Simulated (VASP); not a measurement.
The cell holds one Ni₃Si (L1_2) (100) slab, with vacuum along c, ions free to move until forces fall under 0.03 eV/Å, no reconstruction beyond this cell, dipole correction on.

Consider the following.

```
Ni3Si
1.0
    3.46131     0.00000     0.00000
    0.00000     3.46131     0.00000
    0.00000     0.00000    25.17583
Si Ni
3 9
Direct
  0.00000   0.00000   0.33410
  0.00000   0.00000   0.46873
  0.00000   0.00000   0.60546
  0.50000   0.50000   0.32565
  0.00000   0.50000   0.39637
  0.50000   0.00000   0.39637
  0.50000   0.50000   0.46428
  0.00000   0.50000   0.53437
  0.50000   0.00000   0.53437
  0.50000   0.50000   0.60261
  0.00000   0.50000   0.66885
  0.50000   0.00000   0.66885
```

The numbers are results of PBEsol GGA, VASP's PBE PAW potentials (set 64) (plane waves; VASP 6.6.1), not measurements. Numerical set-up: 400 eV cut-off, 8×8×1 Γ-centred mesh, first-order Methfessel-Paxton smearing of 0.10 eV, potentials Si Ni.

Slab and bulk use different k-meshes, so the surface energy is good to a few per cent at best.

Question: Predict its surface energy (mean of the two faces), work function, band gap (on the k-mesh).

Answer: 
The surface energy (mean of the two faces) is 2.76 J/m², the work function is 5.04 eV at the top face and 4.37 eV at the bottom face and the band gap (on the k-mesh) is none (metal, semimetal or under 0.01 eV).

The cell is a thin slab with vacuum, built from Ni3Si (L1_2): (100) face. The run is not spin-polarised, so no magnetic state was tried.
